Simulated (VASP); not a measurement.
The system is AlN.

```
Al N
1.0
     3.11300    0.00000    0.00000
    -1.55650    2.69594    0.00000
     0.00000    0.00000    4.98100
Al N
2 2
Direct
  0.33333 0.66667 0.00000
  0.66667 0.33333 0.50000
  0.33333 0.66667 0.38000
  0.66667 0.33333 0.88000
```

* Program: VASP 6.6.1
* Task: relaxation of cell and atoms
* Functional: PBE
* Potentials or basis: VASP PAW PBE potentials, release 64 (Al, N)
* Cutoff: 520 eV
* k mesh: 9 × 9 × 4
* Occupations: gaussian, width 0.02 eV
* Spin: no spin polarisation

At the start: pressure 3.5 GPa; volume 10.45 Å³/atom.

Question: How do energy, volume and symmetry change on relaxing?

Answer: Over 8 steps the energy falls by 2.2 meV/atom and the volume is 10.63 Å³/atom (+1.7 %); space group P6_3mc (No. 186, to 0.05 Å).

Step by step:
```tsv
step	energy change (eV)	largest force (eV/Å)	pressure (GPa)	volume (Å³)
1	0.0000	0.1288	3.45	41.80
2	-0.0019	0.0913	-2.90	43.18
3	-0.0088	0.0034	0.00	42.52
4	-0.0088	0.0059	0.07	42.51
5	-0.0088	0.0067	0.05	42.51
6	-0.0088	0.0070	0.04	42.51
7	-0.0088	0.0023	-0.03	42.53
8	-0.0088	0.0007	0.00	42.52
```

Final structure:
```yaml
crystal:
  lattice:
    - [3.12858, 0.00000, 0.00000]
    - [-1.56429, 2.70943, 0.00000]
    - [0.00000, 0.00000, 5.01640]
  atoms:
    - { symbol: Al, position: [0.33333, 0.66667, 0.99926] }
    - { symbol: Al, position: [0.66667, 0.33333, 0.49926] }
    - { symbol: N, position: [0.33333, 0.66667, 0.38074] }
    - { symbol: N, position: [0.66667, 0.33333, 0.88074] }
```
